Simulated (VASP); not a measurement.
Calculation: r2SCAN meta-GGA, VASP's PBE PAW potentials (set 64) (plane waves; VASP).

The input files of a VASP run:

File KPOINTS_OPT:
```
k-points along high-symmetry lines
6
Line-mode
Reciprocal
  0.000000   0.000000   0.000000 ! GAMMA
  0.500000   0.000000   0.000000 ! M

  0.500000   0.000000   0.000000 ! M
  0.333333   0.333333   0.000000 ! K

  0.333333   0.333333   0.000000 ! K
  0.000000   0.000000   0.000000 ! GAMMA

  0.000000   0.000000   0.000000 ! GAMMA
  0.000000   0.000000   0.500000 ! A

  0.000000   0.000000   0.500000 ! A
  0.500000   0.000000   0.500000 ! L

  0.500000   0.000000   0.500000 ! L
  0.333333   0.333333   0.500000 ! H

  0.333333   0.333333   0.500000 ! H
  0.000000   0.000000   0.500000 ! A

  0.500000   0.000000   0.500000 ! L
  0.500000   0.000000   0.000000 ! M

  0.333333   0.333333   0.500000 ! H
  0.333333   0.333333   0.000000 ! K
```

File POSCAR:
```
SnO
1
    4.1325491028     0.0000000000     0.0000000000
   -2.0662745513     3.5788926731     0.0000000000
   -0.0000000000    -0.0000000000     5.1804946772
Sn O
2 2
Direct
  0.3333330000   0.6666670000   0.2500000000
  0.6666670000   0.3333330000   0.7500000000
  0.3333330000   0.6666670000   0.7500000000
  0.6666670000   0.3333330000   0.2500000000
```

KPOINTS:
```
Automatic mesh
0
Gamma
 7 7 5
0 0 0
```

**INCAR**
```
! general
SYSTEM =SnO
PREC   =Accurate
ENCUT  =520   ! plane-wave cut-off (eV)
LREAL  =.FALSE.
LASPH  =.TRUE.

! electronic loop
EDIFF  =1E-7   ! SCF stop (eV)
NELM   =100   ! most electronic steps
ALGO   =Normal
LMAXMIX=4   ! l cut-off of mixed one-centre charges
LMIXTAU=.TRUE.

! smearing
ISMEAR =-5   ! tetrahedra, Bloechl

! functional
METAGGA=R2SCAN

! ions
ISIF   =2

! output
LWAVE  =.FALSE.
LCHARG =.FALSE.
LORBIT =11   ! lm-projected
NEDOS  =601

! other
LEFG   =.TRUE.
```

POTCAR, in this order: Sn_d O (PBE.64 set). Program: vasp_std.

Question: What will the output report for the number of irreducible k-points (NKPTS), number of bands (NBANDS), largest plane-wave count, number of space-group operations, FFT grid (NGX, NGY, NGZ)?

Answer: 
| Property | Value |
|---|---|
| number of irreducible k-points (NKPTS) | 24 |
| number of bands (NBANDS) | 24 |
| largest plane-wave count | 2095 |
| number of space-group operations | 24 |
| FFT grid (NGX, NGY, NGZ) | 32 × 32 × 40 |

The structure was generated: SnO was put into the h-BN type (P6_3/mmc), which need not be its known phase. It was relaxed first, which changed the volume by -24 %.
